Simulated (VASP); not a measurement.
Data:

```
CELL_PARAMETERS angstrom
     -1.65241     1.65241     1.65241
      1.65241    -1.65241     1.65241
      1.65241     1.65241    -1.65241
ATOMIC_POSITIONS crystal
  Ta 0.00000 0.00000 0.00000
```

Method: PBE GGA with D4 dispersion, VASP's PBE PAW potentials (set 64) (plane waves; VASP 6.6.1). Settings: 520 eV cut-off, 15×15×15 Γ-centred mesh, first-order Methfessel-Paxton smearing of 0.10 eV, potentials Ta_pv.

Unless said otherwise, spin-orbit coupling is left out, though it shifts the bands of the heavy elements here.

Task: Estimate the energy per atom (σ→0), band gap (on the k-mesh) with the smallest direct gap where there is one.

Result: 
The band gap (on the k-mesh) comes out as none (metal, semimetal or under 0.01 eV) and the energy per atom (σ→0) is -12.128 eV/atom.

The absolute energy has meaning only against runs of the same code, potentials and settings.

The compound is Ta in the bcc structure. It was relaxed first.
